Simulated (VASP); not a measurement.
NaY, 2 atoms in the cell. The structure is cubic, space group Pm-3m (No. 221). The conventional cell has a = 3.992 Å, b = 3.992 Å, c = 3.992 Å, α = 90.00°, β = 90.00°, γ = 90.00°. Na (site symmetry m-3m) is surrounded by 8 Y at 3.46 Å. Y (site symmetry m-3m) is surrounded by 8 Na at 3.46 Å. The cell was built by a generator and needn't be a form met in nature. The cell isn't the ideal one: species swapped into the SmCd type (Pm-3m, No. 221).

- Program: VASP 6.6.1
- Task: relaxation of cell and atoms
- Functional: PBE
- Potentials or basis: VASP PAW PBE potentials, release 64 (Na_pv, Y_sv)
- Cutoff: 600 eV
- k mesh: 14 × 14 × 14
- Occupations: gaussian, width 0.1 eV
- Spin: no spin polarisation
- Dipole correction: no
- Further INCAR settings: ALGO = Fast; EDIFF = 1e-06; IBRION = 2; EDIFFG = -0.01; NSW = 100; ISIF = 3

Potentials or basis: VASP PAW PBE potentials, release 64 (Na_pv, Y_sv).

Run with:

```bash
$ cat potpaw_PBE.64/Na_pv/POTCAR potpaw_PBE.64/Y_sv/POTCAR > POTCAR
$ mpirun -np 1 vasp_std > vasp.out
```

Hardware: 1 thread of Intel(R) Xeon(R) 6975P-C (Granite Rapids), on a shared host.

**Question.** How long does it take, and how much memory?

**Answer.** It took 2.3 min on 1 thread of Intel(R) Xeon(R) 6975P-C (Granite Rapids), on a shared host, peak memory 0.31 GiB. Counts: scf iterations 70, k points 120, ion steps 3.
